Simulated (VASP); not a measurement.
In2PN: single point with HSE06

In2PN:

```
N In P
1.0
     3.86217    0.00000    0.00000
     0.00000    3.86217    0.00000
     0.00000    0.00000    5.42709
N In P
1 2 1
Cartesian
  0.0000 0.0000 0.0000
  0.0000 1.9311 4.2969
  1.9311 0.0000 1.1302
  1.9311 1.9311 2.7135
```

The cell was built by a generator and needn't be a form met in nature.

| Property | Result |
| --- | --- |
| Program | VASP 6.6.1 |
| Task | single point |
| Functional | HSE06 |
| Potentials or basis | VASP PAW PBE potentials, release 64 (N, In_d, P) |
| Cutoff | 520 eV |
| k mesh | 4 × 4 × 2 |
| Occupations | fermi-dirac, width 0.02 eV |
| Spin | no spin polarisation |

```json
{"Pressure": "-0.4 GPa", "Largest force": "0.072 eV/Å", "Band gap on the k mesh": "none (metal or under the smearing width)"}
```

Forces in eV/Å, atoms in the order of the input:
```
N    0.000  0.000  0.000
In   0.000  0.000  0.072
In   0.000  0.000 -0.072
P    0.000  0.000  0.000
```

Stress tensor (GPa, compression positive):
```
-0.50  0.00  0.00
 0.00 -0.50  0.00
 0.00  0.00 -0.29
```

Levels at points of the mesh, in eV from the Fermi level:
```tsv
k point	band 15	band 16	band 17	band 18	band 19	band 20	band 21	band 22
(0.00, 0.00, 0.00)	-3.04	-0.45	-0.41	0.00	0.00	3.60	4.17	6.80
(0.50, 0.00, 0.00)	-3.39	-3.02	-2.20	-0.39	3.59	4.10	5.29	5.29
(0.50, 0.50, 0.00)	-2.98	-2.72	-2.72	-2.46	2.00	2.88	4.10	4.10
(0.00, 0.00, 0.50)	-2.59	-2.59	-0.76	-0.76	2.62	4.37	4.66	4.92
(0.50, 0.00, 0.50)	-2.18	-1.35	-1.31	-0.29	1.29	4.10	6.28	6.66
(0.50, 0.50, 0.50)	-3.70	-3.44	-3.44	-3.34	4.60	5.10	5.10	5.91
```

It took 16 min on 1 thread of AMD EPYC 9R14 (Zen 4), with other jobs on the host, peak memory 0.29 GiB.

Caveat: the k mesh is coarse (spacing up to 0.58 Å⁻¹), so the values aren't converged, least of all with exact exchange; the PAW data sets were made with another functional, which shifts forces and pressure a little.
